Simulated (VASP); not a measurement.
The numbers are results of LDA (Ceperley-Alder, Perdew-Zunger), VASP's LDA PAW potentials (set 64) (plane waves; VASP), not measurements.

A VASP calculation is set up with these files.

File KPOINTS:
```
k-points along high-symmetry lines
15
Line-mode
Reciprocal
  0.000000   0.000000   0.000000 ! GAMMA
  0.000000   0.500000   0.000000 ! X

  0.000000   0.500000   0.000000 ! X
  0.500000   0.500000   0.000000 ! M

  0.500000   0.500000   0.000000 ! M
  0.000000   0.000000   0.000000 ! GAMMA

  0.000000   0.000000   0.000000 ! GAMMA
  0.500000   0.500000   0.500000 ! R

  0.500000   0.500000   0.500000 ! R
  0.000000   0.500000   0.000000 ! X

  0.500000   0.500000   0.500000 ! R
  0.500000   0.500000   0.000000 ! M
```

**POSCAR**
```
SrTiO3
3.8621990
  1.0000000018   0.0000000000   0.0000000000
  0.0000000000   1.0000000018   0.0000000000
  0.0000000000   0.0000000000   1.0000000018
Sr Ti O
1 1 3
Cartesian
  0.0000000000   0.0000000000   0.0000000000
  0.5000000009   0.5000000009   0.5000000009
  0.5000000009   0.0000000000   0.5000000009
  0.0000000000   0.5000000009   0.5000000009
  0.5000000009   0.5000000009   0.0000000000
```

### INCAR
```
# general
SYSTEM   =  SrTiO3
PREC     =  Accurate
ENCUT    =  520
LREAL    =  .FALSE.   # projection in real space or not
LASPH    =  .TRUE.   # aspherical one-centre terms
ICHARG   =  11   # fixed density

# electronic loop
EDIFF    =  1E-7
NELM     =  100
ALGO     =  Normal
LMAXMIX  =  4

# smearing
ISMEAR   =  0   # Gaussian
SIGMA    =  0.05

# output
LWAVE    =  .FALSE.
LCHARG   =  .FALSE.
LORBIT   =  11   # lm-projected
```

POTCAR, in this order: Sr_sv Ti_sv O (LDA.64 set). Program: vasp_std. Read from the step before: CHGCAR.

Output

OSZICAR:
```
       N       E                     dE             d eps       ncg     rms          rms(c)
DAV:   1     0.416329969847E+03    0.41633E+03   -0.22397E+04  4320   0.189E+03
DAV:   2     0.581358680611E+01   -0.41052E+03   -0.40379E+03  4816   0.496E+02
DAV:   3    -0.407935564148E+02   -0.46607E+02   -0.44740E+02  6952   0.142E+02
DAV:   4    -0.426993862704E+02   -0.19058E+01   -0.19049E+01  5400   0.280E+01
DAV:   5    -0.427635376614E+02   -0.64151E-01   -0.64150E-01  6288   0.433E+00
DAV:   6    -0.427644416005E+02   -0.90394E-03   -0.90394E-03  5760   0.499E-01
DAV:   7    -0.427644592592E+02   -0.17659E-04   -0.17658E-04  6352   0.645E-02
DAV:   8    -0.427644595955E+02   -0.33634E-06   -0.33639E-06  5744   0.760E-03
DAV:   9    -0.427644596034E+02   -0.78817E-08   -0.78578E-08  4160   0.112E-03
   1 F= -.42764460E+02 E0= -.42764460E+02  d E =-.501443E-31
```

File OUTCAR:
```
 val. band max:        4.1568843011   @ k =   0.5000   0.5000   0.5000

 cond. band min:       5.9623255280   @ k =   0.0000   0.0000   0.0000



 k-point     1 :       0.0000    0.0000    0.0000
  band No.  band energies     occupation
      1     -51.4366      2.00000
      2     -28.2410      2.00000
      3     -28.1124      2.00000
      4     -28.1124      2.00000
      5     -28.1124      2.00000
      6     -13.0953      2.00000
      7     -12.0465      2.00000
      8     -12.0465      2.00000
      9     -10.3587      2.00000
     10     -10.3587      2.00000
     11     -10.3587      2.00000
     12       1.2904      2.00000
     13       1.2904      2.00000
     14       1.2904      2.00000
     15       2.9107      2.00000
     16       2.9107      2.00000
     17       2.9107      2.00000
     18       3.8202      2.00000
     19       3.8202      2.00000
     20       3.8202      2.00000
     21       5.9623      0.00000
     22       5.9623      0.00000
     23       5.9623      0.00000
     24       8.7183      0.00000

 k-point     2 :       0.0000    0.0357    0.0000
  band No.  band energies     occupation
      1     -51.4365      2.00000
      2     -28.2425      2.00000
      3     -28.1124      2.00000
      4     -28.1124      2.00000
      5     -28.1116      2.00000
      6     -13.0957      2.00000
      7     -12.0484      2.00000
      8     -12.0459      2.00000
      9     -10.3580      2.00000
     10     -10.3580      2.00000
     11     -10.3470      2.00000
     12       1.2719      2.00000
     13       1.2888      2.00000
     14       1.2888      2.00000
     15       2.8909      2.00000
     16       2.8909      2.00000
     17       2.8969      2.00000
     18       3.7732      2.00000
     19       3.8090      2.00000
     20       3.8090      2.00000
     21       5.9646      0.00000
     22       5.9982      0.00000
     23       5.9983      0.00000
     24       8.7202      0.00000

...
```

The density is held fixed in this step, so its total energy and stress have no physical meaning.

The compound is SrTiO3 in the cubic perovskite structure, the ideal cubic form; the compound distorts at low or room temperature. It was relaxed first.
